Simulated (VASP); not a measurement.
All values below come from PBEsol GGA, VASP's PBE PAW potentials (set 64) (plane waves; VASP 6.6.1).

VASP input:

POSCAR:
```
ZnAu
3.150050
  1.0000000000   0.0000000000   0.0000000000
  0.0000000000   1.0000000000   0.0000000000
  0.0000000000   0.0000000000   1.0000000000
Zn Au
1 1
Cart
  0.4996480000   0.4845980000   0.4809120000
  0.0003520000   0.0154020000   0.0190880000
```

### INCAR
```
SYSTEM = ZnAu
PREC = Accurate; ENCUT = 180; LREAL = .FALSE.
LASPH = .TRUE.
EDIFF = 1E-6; NELM = 100; ALGO = Normal
LMAXMIX = 6
ISMEAR = 1; SIGMA = 0.136
GGA = PS
ISIF = 2
LWAVE = .FALSE.; LCHARG = .FALSE.
```

### KPOINTS
```
Regular mesh
0
G
 3 3 3
```

POTCAR, in this order: Zn Au (PBE.64 set). Program: vasp_std.

Output

### OSZICAR
```
       N       E                     dE             d eps       ncg     rms          rms(c)
DAV:   1     0.503203326855E+02    0.50320E+02   -0.64189E+03   442   0.761E+02
DAV:   2    -0.505509216139E+01   -0.55375E+02   -0.54477E+02   483   0.177E+02
DAV:   3    -0.563088009413E+01   -0.57579E+00   -0.57354E+00   483   0.206E+01
DAV:   4    -0.563183348264E+01   -0.95339E-03   -0.95337E-03   497   0.787E-01
DAV:   5    -0.563183773805E+01   -0.42554E-05   -0.42557E-05   490   0.507E-02    0.106E+01
DAV:   6    -0.421720068488E+01    0.14146E+01   -0.47522E+00   427   0.321E+01    0.323E+00
DAV:   7    -0.418732764030E+01    0.29873E-01   -0.17559E-01   462   0.462E+00    0.139E+00
DAV:   8    -0.418235169634E+01    0.49759E-02   -0.85756E-03   462   0.132E+00    0.140E-01
DAV:   9    -0.418212582360E+01    0.22587E-03   -0.17355E-03   434   0.631E-01    0.337E-02
DAV:  10    -0.418211573022E+01    0.10093E-04   -0.14917E-04   490   0.157E-01    0.210E-02
DAV:  11    -0.418211593728E+01   -0.20706E-06   -0.12279E-05   476   0.400E-02    0.524E-03
DAV:  12    -0.418211624551E+01   -0.30823E-06   -0.30894E-07   238   0.640E-03
   1 F= -.41821162E+01 E0= -.41768135E+01  d E =-.159082E-01
```

**OUTCAR**
```
------------------------ aborting loop because EDIFF is reached ----------------------------------------
  FORCE on cell =-STRESS in cart. coord.  units (eV):
  Direction    XX          YY          ZZ          XY          YZ          ZX
  --------------------------------------------------------------------------------------
  Total      -26.2451328    -26.3483745    -26.3884270      0.0054746      0.3053618      0.0068150
  in kB    -1345.2624361  -1350.5543538  -1352.6073519      0.2806139     15.6521121      0.3493198
  external PRESSURE =   -1349.4747139 kB  Pullay stress =       0.0000000 kB
  volume of cell :       31.26
      direct lattice vectors                 reciprocal lattice vectors
     3.150050000  0.000000000  0.000000000     0.317455278  0.000000000  0.000000000
     0.000000000  3.150050000  0.000000000     0.000000000  0.317455278  0.000000000
     0.000000000  0.000000000  3.150050000     0.000000000  0.000000000  0.317455278
 POSITION                                       TOTAL-FORCE (eV/Angst)
 -----------------------------------------------------------------------------------
      1.57392      1.52651      1.51490         0.010737      0.427423      0.498271
      0.00111      0.04852      0.06013        -0.010737     -0.427423     -0.498271
 -----------------------------------------------------------------------------------
    total drift:                                0.000508      0.003255     -0.001401
  FREE ENERGIE OF THE ION-ELECTRON SYSTEM (eV)
  ---------------------------------------------------
  free  energy   TOTEN  =        -4.1821162455 eV

  energy  without entropy=       -4.1662080570  energy(sigma->0) =       -4.17681352
```
(Selected blocks of OUTCAR.)

At this cut-off the stress carries a Pulay error, which pulls relaxed volumes low.

The structure comes from a computed database's ZnAu entry; how it stands against other phases isn't given here. The cell was not relaxed at this level, atoms are displaced from their ideal sites. The k-mesh is coarse (spacing up to 0.66 per Å, 2π included), so the numbers may not be converged in it. The run is one of a series of settings (ENCUT = 180, KPOINTS 3×3×3 Γ-centred mesh against the base run), some of them coarse on purpose. The electron count is odd and the run is not spin-polarised, which forces a metal.
